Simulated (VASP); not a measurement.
**CsPbBr3: lattice, stiffness and zone-centre modes**

What lattice, stiffness and vibrations does CsPbBr3 have at one level of theory? The starting structure is a measured crystal structure from the Crystallography Open Database. All runs use PBEsol.

Program: VASP 6.6.1. Level of theory: Kohn-Sham DFT with plane waves and PAW; PBEsol. Results are calculated unless marked as measured.

## 1. The structure

It takes space group Pm-3m (No. 221, cubic). Conventional cell: a = 5.870 Å, b = 5.870 Å, c = 5.870 Å, α = 90.00°, β = 90.00°, γ = 90.00°. Pb has 6 Br at 2.94 Å nearest. Nearest to Cs lie 12 Br at 4.15 Å. Nearest to Br lie 2 Pb at 2.94 Å and 4 Cs at 4.15 Å. Farther neighbours and most contacts between anions are not listed.

## 2. Relaxation

This run starts from the cell of an earlier relaxation, which isn't shown; the restart sets up the plane waves anew.

Contents of INCAR:

```
SYSTEM = CsPbBr3
PREC = Accurate
ENCUT = 500
EDIFF = 1E-07
NELM = 100
ISMEAR = 0
SIGMA = 0.03
LREAL = .FALSE.
ALGO = Normal
GGA = PS
NBANDS = 28
LORBIT = 11
LWAVE = .FALSE.
LCHARG = .FALSE.
KPAR = 8
IBRION = 2
NSW = 50
ISIF = 3
EDIFFG = -0.002
```

Contents of POSCAR:

```
CsPbBr3
1.0
    5.8819067058      0.0000000000      0.0000000000
    0.0000000000      5.8819067058      0.0000000000
    0.0000000000      0.0000000000      5.8819067058
Pb Cs Br
1 1 3
Direct
    0.5000000000      0.5000000000      0.5000000000
    0.0000000000      0.0000000000      0.0000000000
    0.5000000000      0.5000000000      0.0000000000
    0.5000000000      0.0000000000      0.5000000000
    0.0000000000      0.5000000000      0.5000000000
```

Contents of KPOINTS:

```
Automatic mesh
0
Gamma
4 4 4
0 0 0
```

Potentials, in the order of the species: Pb_d, Cs_sv and Br (PBE family, release 64).

Run with:

```sh
$ mpirun -np 8 vasp_std
```

Log:

```text
[banner, memory and clock lines left out]
running    8 mpi-ranks, on    1 nodes
 distrk:  each k-point on    1 cores,    8 groups
 distr:  one band on    1 cores,    1 groups

 POSCAR found type information on POSCAR PbCsBr
 POSCAR found :  3 types and       5 ions
|                                                                             |
|           W    W    AA    RRRRR   N    N  II  N    N   GGGG   !!!           |
|           W    W   A  A   R    R  NN   N  II  NN   N  G    G  !!!           |
|           W    W  A    A  R    R  N N  N  II  N N  N  G       !!!           |
|           W WW W  AAAAAA  RRRRR   N  N N  II  N  N N  G  GGG   !            |
|           WW  WW  A    A  R   R   N   NN  II  N   NN  G    G                |
|           W    W  A    A  R    R  N    N  II  N    N   GGGG   !!!           |
|                                                                             |
|     For optimal performance we recommend to set                             |
|       NCORE = 2 up to number-of-cores-per-socket                            |
|     NCORE specifies how many cores store one orbital (NPAR=cpu/NCORE).      |
|     This setting can greatly improve the performance of VASP for DFT.       |
|     The default, NCORE=1 might be grossly inefficient on modern             |
|     multi-core architectures or massively parallel machines. Do your        |
|     Unfortunately you need to use the default for GW and RPA                |
|     calculations (for HF NCORE is supported but not extensively tested      |
|     yet).                                                                   |
|                                                                             |

|                                                                             |
|               ----> ADVICE to this user running VASP <----                  |
|                                                                             |
|     You enforced a specific xc type in the INCAR file but a different       |
|     [... a line on the potential file left out ...]
|     I HOPE YOU KNOW WHAT YOU ARE DOING!                                     |
|                                                                             |

 LDA part: xc-table for (Slater+PW92), standard interpolation
 POSCAR, INCAR and KPOINTS ok, starting setup
 FFT: planning ... GRIDC
 FFT: planning ... GRID_SOFT
 FFT: planning ... GRID
 WAVECAR not read
 entering main loop
       N       E                     dE             d eps       ncg     rms          rms(c)
DAV:   1     0.384153343326E+03    0.38415E+03   -0.18385E+04   560   0.135E+03
DAV:   2     0.331049823352E+02   -0.35105E+03   -0.34011E+03   664   0.305E+02
DAV:   3    -0.154426065592E+02   -0.48548E+02   -0.47726E+02   696   0.123E+02
DAV:   4    -0.172545668219E+02   -0.18120E+01   -0.18071E+01   724   0.294E+01
DAV:   5    -0.173011030936E+02   -0.46536E-01   -0.46504E-01   728   0.437E+00    0.436E+00
DAV:   6    -0.168108850751E+02    0.49022E+00   -0.83986E-01   796   0.931E+00    0.250E+00
DAV:   7    -0.167670826079E+02    0.43802E-01   -0.43082E-01   816   0.383E+00    0.901E-01
DAV:   8    -0.167732064299E+02   -0.61238E-02   -0.53293E-02   756   0.192E+00    0.186E-01
DAV:   9    -0.167734188800E+02   -0.21245E-03   -0.83000E-03   788   0.717E-01    0.947E-02
DAV:  10    -0.167736110909E+02   -0.19221E-03   -0.77172E-04   700   0.169E-01    0.399E-02
DAV:  11    -0.167737026597E+02   -0.91569E-04   -0.19059E-04   660   0.985E-02    0.110E-02
DAV:  12    -0.167737052983E+02   -0.26387E-05   -0.21451E-05   832   0.409E-02    0.724E-03
DAV:  13    -0.167737053050E+02   -0.66375E-08   -0.26741E-06   764   0.131E-02    0.283E-03
DAV:  14    -0.167737055349E+02   -0.22996E-06   -0.78185E-07   760   0.749E-03    0.149E-03
DAV:  15    -0.167737055140E+02    0.20963E-07   -0.65376E-08   404   0.247E-03
   1 F= -.16773706E+02 E0= -.16773706E+02  d E =-.167737E+02
 curvature:   0.00 expect dE= 0.000E+00 dE for cont linesearch  0.000E+00
 trial: gam= 0.00000 g(F)=  0.000E+00 g(S)=  0.124E-05 ort = 0.000E+00 (trialstep = 0.100E+01)
 search vector abs. value=  0.124E-05
 reached required accuracy - stopping structural energy minimisation
```

Run time: 22 s. Hardware: 8 MPI ranks of Intel Xeon Platinum 8259CL at 2.50GHz (Skylake/Cascade Lake), shared host; peak memory 2.8 GiB; 2.7 min of CPU time.

Lines that name or quote the potential files are left out of all logs, and their timing lines are given in words.

OUTCAR, selected parts (step 2):

```text
ion  position               nearest neighbor table
   1  0.500  0.500  0.500-   3 2.94   4 2.94   5 2.94   3 2.94   4 2.94   5 2.94
   2  0.000  0.000  0.000-
   3  0.500  0.500  0.000-   1 2.94   1 2.94
   4  0.500  0.000  0.500-   1 2.94   1 2.94
   5  0.000  0.500  0.500-   1 2.94   1 2.94

  LATTYP: Found a simple cubic cell.
 ALAT       =     5.8819067058

 Subroutine GETGRP returns: Found 48 space group operations
 (whereof 48 operations were pure point group operations)

The static configuration has the point symmetry O_h .

 Found     10 irreducible k-points:

   k-points           NKPTS =     10   k-points in BZ     NKDIM =     10   number of bands    NBANDS=     28

   dimension x,y,z NGX =    48 NGY =   48 NGZ =   48
   dimension x,y,z NGXF=    96 NGYF=   96 NGZF=   96

   ENCUT  =  500.0 eV  36.75 Ry    6.06 a.u.  10.72 10.72 10.72*2*pi/ulx,y,z

   NELECT =      44.0000    total number of electrons

 k-points in reciprocal lattice and weights: Automatic mesh
   0.00000000  0.00000000  0.00000000       0.016
   0.25000000  0.00000000  0.00000000       0.094
   0.50000000  0.00000000  0.00000000       0.047
   0.25000000  0.25000000  0.00000000       0.188
   0.50000000  0.25000000  0.00000000       0.188
   0.50000000  0.50000000  0.00000000       0.047
   0.25000000  0.25000000  0.25000000       0.125
   0.50000000  0.25000000  0.25000000       0.188
   0.50000000  0.50000000  0.25000000       0.094
   0.50000000  0.50000000  0.50000000       0.016

 average (electrostatic) potential at core
       1 -95.8264       2 -49.7827       3 -64.0352       4 -64.0352       5 -64.0352

 E-fermi :   1.3196

 k-point     1 :       0.0000    0.0000    0.0000
  band No.  band energies     occupation
    ...
     18      -0.9892      2.00000
     19      -0.9892      2.00000
     20      -0.8733      2.00000
     21      -0.8733      2.00000
     22      -0.8733      2.00000
     23       4.0426      0.00000
     24       5.1937      0.00000
     25       5.1937      0.00000
     26       5.9317      0.00000
     27       5.9317      0.00000
    ...

 k-point     2 :       0.2500    0.0000    0.0000
  band No.  band energies     occupation
    ...
     18      -1.0582      2.00000
     19      -1.0576      2.00000
     20      -0.9331      2.00000
     21      -0.9331      2.00000
     22      -0.8548      2.00000
     23       4.6124      0.00000
     24       5.3633      0.00000
     25       5.5893      0.00000
     26       5.6439      0.00000
     27       6.1386      0.00000
    ...

 k-point     3 :       0.5000    0.0000    0.0000
  band No.  band energies     occupation
    ...
     18      -1.1392      2.00000
     19      -1.1226      2.00000
     20      -0.9814      2.00000
     21      -0.9814      2.00000
     22      -0.2865      2.00000
     23       3.6369      0.00000
     24       5.5191      0.00000
     25       6.0970      0.00000
     26       6.2285      0.00000
     27       6.3742      0.00000
    ...

  Total       -0.0065477     -0.0065477     -0.0065477      0.0000000      0.0000000      0.0000000
  in kB       -0.0515522     -0.0515522     -0.0515522      0.0000000      0.0000000      0.0000000
  external PRESSURE =      -0.0515522 kB  Pullay stress =       0.0000000 kB

  energy-cutoff  :      500.00
  volume of cell :      203.50
      direct lattice vectors                 reciprocal lattice vectors
     5.881906706  0.000000000  0.000000000     0.170012897  0.000000000  0.000000000
     0.000000000  5.881906706  0.000000000     0.000000000  0.170012897  0.000000000
     0.000000000  0.000000000  5.881906706     0.000000000  0.000000000  0.170012897

 POSITION                                       TOTAL-FORCE (eV/Angst)
 -----------------------------------------------------------------------------------
      2.94095      2.94095      2.94095         0.000000      0.000000      0.000000
      0.00000      0.00000      0.00000         0.000000      0.000000      0.000000
      2.94095      2.94095      0.00000         0.000000      0.000000      0.000000
      2.94095      0.00000      2.94095         0.000000      0.000000      0.000000
      0.00000      2.94095      2.94095         0.000000      0.000000      0.000000
 -----------------------------------------------------------------------------------
    total drift:                                0.000000     -0.000000     -0.000000

  FREE ENERGIE OF THE ION-ELECTRON SYSTEM (eV)
  ---------------------------------------------------
  free  energy   TOTEN  =       -16.7737055140 eV

  energy  without entropy=      -16.7737055140  energy(sigma->0) =      -16.77370551

 reached required accuracy - stopping structural energy minimisation

 total charge
# of ion       s       p       d       tot
------------------------------------------
    1        1.493   0.477   9.852  11.822
    2        1.841   4.699   0.011   6.551
    3        1.603   3.236   0.008   4.847
    4        1.603   3.236   0.008   4.847
    5        1.603   3.236   0.008   4.847
--------------------------------------------------
tot          8.144  14.883   9.886  32.913

[... 3 further parts left out ...]
```

The PAW data sets were made with PBE, which is usual practice but a small mismatch for other functionals. The run keeps the 48 symmetry operations of its start, so it cannot find a distortion of lower symmetry.

The relaxed cell holds 40.699 Å³ an atom, with a = 5.882 Å (+0.2 % against the database cell). Pressures at 0.985 and 1.015 times this volume, from two more relaxations that aren't shown, give a bulk modulus of 21.6 GPa.

## 3. Elastic constants

Contents of INCAR:

```
SYSTEM = CsPbBr3
PREC = Accurate
ENCUT = 700
EDIFF = 1E-08
NELM = 100
ISMEAR = 0
SIGMA = 0.03
LREAL = .FALSE.
ALGO = Normal
GGA = PS
NBANDS = 28
LORBIT = 11
LWAVE = .FALSE.
LCHARG = .FALSE.
KPAR = 8
IBRION = 6
NFREE = 2
POTIM = 0.015
ISIF = 3
NSW = 1
```

POSCAR is that of step 2.

Contents of KPOINTS:

```
Automatic mesh
0
Gamma
6 6 6
0 0 0
```

Run with:

```sh
$ mpirun -np 8 vasp_std
```

Log:

```text
[banner, memory and clock lines left out]
running    8 mpi-ranks, on    1 nodes
[...]
[... a notice as in an earlier step ...]

 [... a notice as in an earlier step ...]

 LDA part: xc-table for (Slater+PW92), standard interpolation
 POSCAR, INCAR and KPOINTS ok, starting setup
[...]
entering main loop
       N       E                     dE             d eps       ncg     rms          rms(c)
DAV:   1     0.438787262621E+03    0.43879E+03   -0.22097E+04  1120   0.175E+03
DAV:   2     0.396312088223E+02   -0.39916E+03   -0.38437E+03  1304   0.346E+02
DAV:   3    -0.148540597994E+02   -0.54485E+02   -0.53786E+02  1400   0.135E+02
DAV:   4    -0.172480881659E+02   -0.23940E+01   -0.23847E+01  1380   0.341E+01
[...]
DAV:  14    -0.168077574561E+02   -0.24113E-06   -0.96483E-07  1568   0.915E-03    0.182E-03
DAV:  15    -0.168077574337E+02    0.22332E-07   -0.12046E-07  1612   0.270E-03    0.893E-04
DAV:  16    -0.168077574300E+02    0.37139E-08   -0.18087E-08  1088   0.124E-03
[...]
2 F= -.16799127E+02 E0= -.16799127E+02  d E =-.912678E-18
   3 F= -.16801854E+02 E0= -.16801854E+02  d E =-.813981E-11
   4 F= -.16799127E+02 E0= -.16799127E+02  d E =-.922607E-18
   5 F= -.16801854E+02 E0= -.16801854E+02  d E =-.813847E-11
   6 F= -.16799127E+02 E0= -.16799127E+02  d E =-.922782E-18
   7 F= -.16801854E+02 E0= -.16801854E+02  d E =-.813861E-11
   8 F= -.16807179E+02 E0= -.16807179E+02  d E =-.225646E-18
   9 F= -.16807178E+02 E0= -.16807178E+02  d E =-.227758E-18
  10 F= -.16807178E+02 E0= -.16807178E+02  d E =-.227796E-18
  11 F= -.16807178E+02 E0= -.16807178E+02  d E =-.227739E-18
  12 F= -.16807178E+02 E0= -.16807178E+02  d E =-.227807E-18
  13 F= -.16807178E+02 E0= -.16807178E+02  d E =-.227749E-18
  14 F= -.16807534E+02 E0= -.16807534E+02  d E =-.297730E-18
  15 F= -.16807534E+02 E0= -.16807534E+02  d E =-.298272E-18
  16 F= -.16807759E+02 E0= -.16807759E+02  d E =-.274875E-18
  17 F= -.16807759E+02 E0= -.16807759E+02  d E =-.274423E-18
  18 F= -.16807746E+02 E0= -.16807746E+02  d E =-.242953E-18
  19 F= -.16807746E+02 E0= -.16807746E+02  d E =-.243050E-18
  20 F= -.16807508E+02 E0= -.16807508E+02  d E =-.270932E-18
  21 F= -.16807508E+02 E0= -.16807508E+02  d E =-.270892E-18
 Finite differences progress:
  Degree of freedom:  10/ 10
  Displacement:        2/  2
  Total:              20/ 20
```

Wall time 29 min (8 MPI ranks); peak memory 9.4 GiB.

Parts of OUTCAR (step 3):

```text
  Total       -0.1201608     -0.1201608     -0.1157999      0.0000000      0.0000000      0.0000000
  in kB       -0.9460610     -0.9460610     -0.9117262      0.0000000      0.0000000      0.0000000
  external PRESSURE =      -0.9346161 kB  Pullay stress =       0.0000000 kB

 POSITION                                       TOTAL-FORCE (eV/Angst)
 -----------------------------------------------------------------------------------
      2.94095      2.94095      2.94095        -0.000000      0.000000     -0.025825
      0.00000      0.00000      0.00000         0.000000      0.000000     -0.001381
      2.94095      2.94095     -0.01500         0.000000      0.000000      0.033184
      2.94095      0.00000      2.94095        -0.000000      0.000000     -0.002989
      0.00000      2.94095      2.94095         0.000000      0.000000     -0.002989
 -----------------------------------------------------------------------------------
    total drift:                               -0.000004      0.000000     -0.000027

  FREE ENERGIE OF THE ION-ELECTRON SYSTEM (eV)
  ---------------------------------------------------
  free  energy   TOTEN  =       -16.8075080217 eV

  energy  without entropy=      -16.8075080217  energy(sigma->0) =      -16.80750802

[... 3 further parts left out ...]
[key lines of the parts left out:]
E-fermi :   1.3051
```

The last energy, forces and stress in OUTCAR belong to the last displaced cell, not to that of POSCAR.

The elastic tensor has C11 = 51.0, C12 = 6.3, C44 = 4.0 GPa; its Hill averages are a bulk modulus of 21.2 and a shear modulus of 8.7 GPa.

## 4. Modes of the relaxed cell

Contents of INCAR:

```
SYSTEM = CsPbBr3
PREC = Accurate
ENCUT = 500
EDIFF = 1E-08
NELM = 100
ISMEAR = 0
SIGMA = 0.03
LREAL = .FALSE.
ALGO = Normal
GGA = PS
NBANDS = 28
LORBIT = 11
LWAVE = .FALSE.
LCHARG = .FALSE.
KPAR = 8
IBRION = 8
LEPSILON = .TRUE.
LPEAD = .TRUE.
ISIF = 2
```

POSCAR is that of step 3.

KPOINTS is that of step 3.

Run with:

```sh
$ mpirun -np 8 vasp_std
```

Log:

```text
[... set-up lines as in an earlier step ...]
 entering main loop
       N       E                     dE             d eps       ncg     rms          rms(c)
DAV:   1     0.392352485342E+03    0.39235E+03   -0.18379E+04  1120   0.136E+03
DAV:   2     0.275932669025E+02   -0.36476E+03   -0.35134E+03  1408   0.310E+02
DAV:   3    -0.157005320770E+02   -0.43294E+02   -0.43069E+02  1360   0.116E+02
DAV:   4    -0.172795577159E+02   -0.15790E+01   -0.15748E+01  1428   0.294E+01
[...]
DAV:  14    -0.168064272623E+02   -0.24519E-06   -0.90060E-07  1656   0.846E-03    0.167E-03
DAV:  15    -0.168064272358E+02    0.26459E-07   -0.11495E-07  1592   0.272E-03    0.825E-04
DAV:  16    -0.168064272342E+02    0.16025E-08   -0.16955E-08  1136   0.110E-03
   1 F= -.16806427E+02 E0= -.16806427E+02  d E =-.261510E-18
 Linear response reoptimize wavefunctions to high precision
DAV:   1    -0.168064272319E+02    0.23210E-08   -0.21305E-09   908   0.273E-04
DAV:   2    -0.168064272319E+02    0.56389E-10   -0.23456E-10   764   0.119E-04
 Linear response to external field (no local field effect), progress :
[...]
RMM:  13    -0.150449677148E+00   -0.61350E-08    0.18438E-08  6931   0.907E-05    0.137E-06
 first order change of Fermi-energy   0.64334E-04
 force on displaced ion       3 direction 1 :  -0.102   0.000   0.000
 Born effective charge ion    3 direction 1 :  -0.722   0.000   0.000
 Linear response progress:
  Degree of freedom:   4/  4
       N       E                     dE             d eps       ncg     rms          rms(c)
RMM:   1    -0.150073161506E+00   -0.15007E+00    0.10418E-01  4478   0.132E+00
RMM:   2    -0.149659040879E+00    0.41412E-03   -0.27499E-03  3636   0.347E-01    0.103E-01
RMM:   3    -0.150159427344E+00   -0.50039E-03   -0.60783E-04  3820   0.135E-01    0.478E-02
RMM:   4    -0.150628219690E+00   -0.46879E-03   -0.14578E-04  3692   0.546E-02    0.862E-03
[...]
RMM:  12    -0.150678972813E+00   -0.47053E-07   -0.40234E-08  4088   0.105E-04    0.149E-05
RMM:  13    -0.150679025812E+00   -0.52999E-07    0.19663E-08  4209   0.785E-05    0.149E-06
RMM:  14    -0.150679024226E+00    0.15865E-08   -0.27326E-08  4230   0.690E-05    0.906E-07
 first order change of Fermi-energy  -0.30992E-03
 force on displaced ion       3 direction 3 :  -0.000  -0.000  -2.215
 Born effective charge ion    3 direction 3 :   0.000   0.000  -4.204
 Born effective charges drift removed
 Linear response finished
```

Elapsed: 11 min, on 8 MPI ranks; peak memory 9.2 GiB; 88 min of CPU time.

From OUTCAR (step 4):

```text
  Total       -0.1389231     -0.1389231     -0.1389231     -0.0000000     -0.0000000     -0.0000000
  in kB       -1.0937818     -1.0937818     -1.0937818     -0.0000000     -0.0000000     -0.0000000
  external PRESSURE =      -1.0937818 kB  Pullay stress =       0.0000000 kB

 MACROSCOPIC STATIC DIELECTRIC TENSOR (including local field effects in DFT)
 ------------------------------------------------------
           4.790147    -0.000000    -0.000000
           0.000000     4.790147    -0.000000
           0.000000     0.000000     4.790147
 ------------------------------------------------------

 MACROSCOPIC STATIC DIELECTRIC TENSOR IONIC CONTRIBUTION
 ------------------------------------------------------
           8.706382    -0.000000     0.000000
          -0.000000     8.706382     0.000000
           0.000000     0.000000     8.706382
 ------------------------------------------------------

[... 3 parts as in an earlier step ...]
```

The zone-centre modes at 40.699 Å³ an atom are T1u (3) 97.5, T1u (2) 36.6, T2u 13.6, T1u (1) -18.7 cm⁻¹.

(Part 1 of 2 ends here.)

[Lines on the potential files, build, host, timing and source positions are cut from VASP's logs without a mark.]

[Logs are printed without paths, hosts, clocks, repeated set-up lines and the standing remarks that a program may print on its own settings, such as how far it seeks lower states.]

[Hosts, paths, dates, database ids (printed as entryN), source tags and the programs' standing remarks are cut or masked in the printed files.]
